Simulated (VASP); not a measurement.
## Lattice of SrTiO3 across functionals and dispersion corrections

Aim: relax SrTiO3 at several levels and hold each cell against experiment. The levels: PBE, LDA, r2SCAN and PBE + D3(BJ). The start is a cell from a database of measured crystal structures.

Calculated with VASP 6.6.1; PBE; plane waves and PAW (Sr_sv, Ti_sv, O), in the first sound run; inputs show where later runs differ.

The experiments to compare with:

“Unidirectional charge orders induced by oxygen vacancies on SrTiO3(001)” (2024, arxiv:2405.19788) quotes from earlier work for SrTiO3, cubic perovskite (pristine bulk, literature value, 300 K): lattice constant a (cubic lattice parameter of bulk) 3.905 Å [literature room-temperature bulk value quoted in the introduction].

This is a report of a sequence of runs, with most program output left out.

## 1. The starting structure

Before any relaxation, the start is as follows. The structure is cubic, space group Pm-3m (No. 221). Conventional cell: a = 3.899 Å, b = 3.899 Å, c = 3.899 Å, α = 90.00°, β = 90.00°, γ = 90.00°. Nearest to Sr lie 12 O at 2.76 Å. Nearest to Ti lie 6 O at 1.95 Å. Nearest to O lie 2 Ti at 1.95 Å and 4 Sr at 2.76 Å. Farther neighbours and most contacts between anions are not listed.

As a file:

```cif
data_structure
_symmetry_space_group_name_H-M 'Pm-3m'
_symmetry_Int_Tables_number 221
_cell_length_a 3.8990
_cell_length_b 3.8990
_cell_length_c 3.8990
_cell_angle_alpha 90.000
_cell_angle_beta 90.000
_cell_angle_gamma 90.000
_cell_volume 59.27
loop_
_atom_site_label
_atom_site_type_symbol
_atom_site_symmetry_multiplicity
_atom_site_Wyckoff_symbol
_atom_site_fract_x
_atom_site_fract_y
_atom_site_fract_z
_atom_site_occupancy
Sr1 Sr 1 b 0.50000 0.50000 0.50000 1
Ti1 Ti 1 a 0.00000 0.00000 0.00000 1
O1 O 3 d 0.50000 0.00000 0.00000 1
```

## 2. Relaxation with PBE

The start need not lie at this functional's minimum. ISIF = 3 frees volume, shape and positions, and EDIFFG sets the threshold on forces and stress at which the search stops. PBE, the usual starting point, adds the gradient of the density.

File INCAR:

```
SYSTEM = SrTiO3
PREC = Accurate
ENCUT = 560
EDIFF = 1E-06
NELM = 100
ISMEAR = -1
SIGMA = 0.05
LREAL = .FALSE.
ALGO = Normal
GGA = PE
NBANDS = 26
LASPH = .TRUE.
LORBIT = 11
LWAVE = .FALSE.
LCHARG = .FALSE.
KPAR = 2
IBRION = 2
NSW = 60
ISIF = 3
EDIFFG = -0.01
```

File POSCAR:

```
SrTiO3
1.0
    3.8990000000      0.0000000000      0.0000000000
    0.0000000000      3.8990000000      0.0000000000
    0.0000000000      0.0000000000      3.8990000000
Sr Ti O
1 1 3
Direct
    0.5000000000      0.5000000000      0.5000000000
    0.0000000000      0.0000000000      0.0000000000
    0.5000000000      0.0000000000      0.0000000000
    0.0000000000      0.5000000000      0.0000000000
    0.0000000000      0.0000000000      0.5000000000
```

File KPOINTS:

```
Automatic mesh
0
Gamma
6 6 6
0 0 0
```

Potentials, in the order of the species: Sr_sv, Ti_sv and O (PBE family, release 64).

The run is started by

```sh
mpirun -np 2 vasp_std
```

The job ended after 58 s (2 MPI ranks of AMD EPYC 7R43, shared host; peak memory 0.32 GiB; 1.9 min of CPU time).

The gap is read on the k-mesh alone, so it is an upper bound where the band edges lie off the mesh. The run keeps the 48 symmetry operations of its start, so it cannot find a distortion of lower symmetry.

The steps of the relaxation:

```csv
step,energy less that of the first step (eV),largest force (eV/Å),pressure (GPa),volume (Å³)
1,0.0000,0.0000,5.83,59.27
2,-0.0065,0.0000,-4.67,63.05
3,-0.0341,0.0000,0.00,61.22
```

```csv
"conventional cell, symmetrised",before,after,change
a (Å),3.899,3.941,+1.1 %
b (Å),3.899,3.941,+1.1 %
c (Å),3.899,3.941,+1.1 %
volume (Å³/atom),11.85,12.24,+3.3 %
```

Final coordinates:

```xyz
5
Lattice="3.9411 0.0000 0.0000 0.0000 3.9411 0.0000 0.0000 0.0000 3.9411" Properties=species:S:1:pos:R:3 pbc="T T T"
Sr    1.9706    1.9706    1.9706
Ti    0.0000    0.0000    0.0000
O     1.9706    0.0000    0.0000
O     0.0000    1.9706    0.0000
O     0.0000    0.0000    1.9706
```

Numbers from this step:

```yaml
electrons: 40
bands: 26
irreducible_k_points: 20
symmetry_operations: 48
free_energy_toten: -40.10 eV
fermi_energy: 4.853 eV
pressure: -0.001626 GPa
metallic: no
valence_top_at_k: 0.5, 0.5, 0.5
conduction_bottom_at_k: 0, 0, 0
least_direct_gap_at_k: 0, 0, 0
scf_cycles_over_all_ionic_steps: 39
gap_on_the_k_mesh: 1.804 eV
least_direct_gap_on_the_k_mesh: 2.174 eV
```

It ends with forces that vanish by symmetry and a pressure of 0.00 GPa. The volume lies +3.3 % from that of the database's start. The conventional cell has a = 3.941 Å.

## 3. Relaxation with LDA

This step: LDA; plane waves and PAW (Sr_sv, Ti_sv, O) (VASP 6.6.1).

LDA, the lowest rung, knows the local density alone.

Edit INCAR of step 2 so:

```diff
@@ -9,3 +9,3 @@
 ALGO = Normal
-GGA = PE
+GGA = CA
 NBANDS = 26
```

POSCAR is that of step 2.

KPOINTS is that of step 2.

The run is started by

```sh
mpirun -np 2 vasp_std
```

Wall time 49 s (2 MPI ranks); peak memory 0.29 GiB.

The PAW data sets were made with PBE, though LDA sets exist; this is a small mismatch.

Step by step:

```csv
step,energy less that of the first step (eV),largest force (eV/Å),pressure (GPa),volume (Å³)
1,0.0000,0.0000,-5.44,59.27
2,0.0032,0.0000,6.32,55.89
3,-0.0295,0.0000,-0.03,57.59
```

```csv
"conventional cell, symmetrised",before,after,change
a (Å),3.899,3.862,-1.0 %
b (Å),3.899,3.862,-1.0 %
c (Å),3.899,3.862,-1.0 %
volume (Å³/atom),11.85,11.52,-2.8 %
```

Final coordinates:

```xyz
5
Lattice="3.8618 0.0000 0.0000 0.0000 3.8618 0.0000 0.0000 0.0000 3.8618" Properties=species:S:1:pos:R:3 pbc="T T T"
Sr    1.9309    1.9309    1.9309
Ti    0.0000    0.0000    0.0000
O     1.9309    0.0000    0.0000
O     0.0000    1.9309    0.0000
O     0.0000    0.0000    1.9309
```

This step gave:

| Item | Value |
| --- | --- |
| free energy (TOTEN) | -44.33 eV |
| Fermi energy | 4.980 eV |
| pressure | -0.02920 GPa |
| SCF cycles over all ionic steps | 36 |
| gap on the k-mesh | 1.800 eV |
| least direct gap on the k-mesh | 2.136 eV |

It ends at 11.52 Å³/atom, -2.8 % from the start, with -0.03 GPa left. The conventional cell has a = 3.862 Å.

## 4. Relaxation with r2SCAN

This step: r2SCAN; plane waves and PAW (Sr_sv, Ti_sv, O) (VASP 6.6.1).

r2SCAN adds the kinetic-energy density, costs more than a GGA and is run with LASPH.

Edit INCAR of step 3 so:

```diff
@@ -9,5 +9,5 @@
 ALGO = Normal
-GGA = CA
+METAGGA = R2SCAN
+LASPH = .TRUE.
 NBANDS = 26
-LASPH = .TRUE.
 LORBIT = 11
```

POSCAR is that of step 3.

KPOINTS is that of step 3.

The run is started by

```sh
mpirun -np 2 vasp_std
```

Run time: 3.4 min. Hardware: 2 MPI ranks; peak memory 0.33 GiB.

The PAW data sets were made with PBE, which is usual practice but a small mismatch for other functionals.

The steps of the relaxation:

```csv
step,energy less that of the first step (eV),largest force (eV/Å),pressure (GPa),volume (Å³)
1,0.0000,0.0000,2.12,59.27
2,0.0008,0.0000,-2.15,60.63
3,-0.0041,0.0000,0.04,59.91
```

```csv
"conventional cell, symmetrised",before,after,change
a (Å),3.899,3.913,+0.4 %
b (Å),3.899,3.913,+0.4 %
c (Å),3.899,3.913,+0.4 %
volume (Å³/atom),11.85,11.98,+1.1 %
```

The relaxed structure:

```cif
data_structure
_symmetry_space_group_name_H-M 'P 1'
_symmetry_Int_Tables_number 1
_cell_length_a 3.9129
_cell_length_b 3.9129
_cell_length_c 3.9129
_cell_angle_alpha 90.000
_cell_angle_beta 90.000
_cell_angle_gamma 90.000
_cell_volume 59.91
loop_
_atom_site_label
_atom_site_type_symbol
_atom_site_fract_x
_atom_site_fract_y
_atom_site_fract_z
_atom_site_occupancy
Sr1 Sr 0.50000 0.50000 0.50000 1
Ti2 Ti 0.00000 0.00000 0.00000 1
O3 O 0.50000 0.00000 0.00000 1
O4 O 0.00000 0.50000 0.00000 1
O5 O 0.00000 0.00000 0.50000 1
```

It ends at 11.98 Å³/atom, +1.1 % from the start, with 0.04 GPa left. The conventional cell has a = 3.913 Å.

## 5. Relaxation with PBE + D3(BJ)

This step: PBE with D3(BJ); plane waves and PAW (Sr_sv, Ti_sv, O) (VASP 6.6.1).

A dispersion term adds the long-range attraction that semilocal functionals lack. D3 with Becke-Johnson damping keeps a finite attraction at short range.

Edit INCAR of step 4 so:

```diff
@@ -9,5 +9,6 @@
 ALGO = Normal
-METAGGA = R2SCAN
+GGA = PE
+IVDW = 12
+NBANDS = 26
 LASPH = .TRUE.
-NBANDS = 26
 LORBIT = 11
```

POSCAR is that of step 4.

KPOINTS is that of step 4.

The run is started by

```sh
mpirun -np 2 vasp_std
```

Elapsed: 56 s, on 2 MPI ranks; peak memory 0.33 GiB.

Step by step:

```csv
step,energy less that of the first step (eV),largest force (eV/Å),pressure (GPa),volume (Å³)
1,0.0000,0.0000,2.13,59.27
2,-0.0006,0.0000,-1.90,60.64
3,-0.0046,0.0000,0.00,59.97
```

```csv
"conventional cell, symmetrised",before,after,change
a (Å),3.899,3.914,+0.4 %
b (Å),3.899,3.914,+0.4 %
c (Å),3.899,3.914,+0.4 %
volume (Å³/atom),11.85,11.99,+1.2 %
```

The relaxed structure:

```xyz
5
Lattice="3.9142 0.0000 0.0000 0.0000 3.9142 0.0000 0.0000 0.0000 3.9142" Properties=species:S:1:pos:R:3 pbc="T T T"
Sr    1.9571    1.9571    1.9571
Ti    0.0000    0.0000    0.0000
O     1.9571    0.0000    0.0000
O     0.0000    1.9571    0.0000
O     0.0000    0.0000    1.9571
```

It ends at 11.99 Å³/atom, +1.2 % from the start, with 0.00 GPa left. The conventional cell has a = 3.914 Å. Against plain PBE, the dispersion term moves a by -0.7 %.

## 6. The cells as a table

This step: relaxed cells at several levels; plane waves and PAW (VASP 6.6.1).

Derived from the runs above.

Lengths are those of the conventional cell; cost is the wall time of each run, as given at its step, times its ranks, without the set-up around it. Results by level, by row:

```csv
level,volume (Å³/atom),change from the start (%),a (Å),cost (core minutes)
PBE,12.24,3.3,3.941,1.93
LDA,11.52,-2.8,3.862,1.63
r2SCAN,11.98,1.1,3.913,6.87
PBE + D3(BJ),11.99,1.2,3.914,1.87
```

## 7. Results

| Item | Value |
| --- | --- |
| volume, PBE | 12.24 Å³/atom |
| volume, LDA | 11.52 Å³/atom |
| volume, r2SCAN | 11.98 Å³/atom |
| volume, PBE + D3(BJ) | 11.99 Å³/atom |

What this shows: For SrTiO3 the levels give volumes between 11.52 Å³/atom (LDA) and 12.24 Å³/atom (PBE), a spread of 6.3 %, while the cost of the finished runs spans a factor of 4.2. Within 1 % of experiment on every length: PBE, r2SCAN and PBE + D3(BJ). The nearest, r2SCAN, took 3.7 times the core time of PBE + D3(BJ) and lowers the largest miss from 0.24 to 0.20 %. Thermal and zero-point expansion, often some tenths of a per cent in length, bear on this order: with the measured lengths lowered by an assumed 0.4 % the nearest is still r2SCAN. The costs hold the number of ionic steps as well as the price of the functional. Adding D3(BJ) to PBE changes the volume by -2.0 % (a by -0.7 %). Within 0.02 Å all end in space group Pm-3m; the runs can't lower the symmetry of the start. Each is a single relaxation on the plane waves of the start cell, so larger changes of volume carry a basis-set error that was not tested here.

Comparison with the measured values:

```
              quantity  measured             PBE             LDA          r2SCAN    PBE + D3(BJ)
lattice constant a (Å)     3.905  3.941 (+0.9 %)  3.862 (-1.1 %)  3.913 (+0.2 %)  3.914 (+0.2 %)
```

Measured values from arxiv:2405.19788 (2024).

Verdict: For the lattice constant a, of the levels listed nearest comes r2SCAN (+0.2 %, good agreement) and farthest LDA (-1.1 %, fair agreement). The grades are ours: good and fair within 0.7 and 1.5 % for the lattice constant a. Zero-point motion and thermal expansion (measured at up to 300 K) are not in the computed lattice constants.

[Lines on the potential files, build, host, timing and source positions are cut from VASP's logs without a mark.]

[Logs are printed without paths, hosts, clocks, repeated set-up lines and the standing remarks that a program may print on its own settings, such as how far it seeks lower states.]

[Hosts, paths, dates, database ids (printed as entryN), source tags and the programs' standing remarks are cut or masked in the printed files.]

[A measured line is paired with the nearest computed mode of its activity, which favours agreement.]
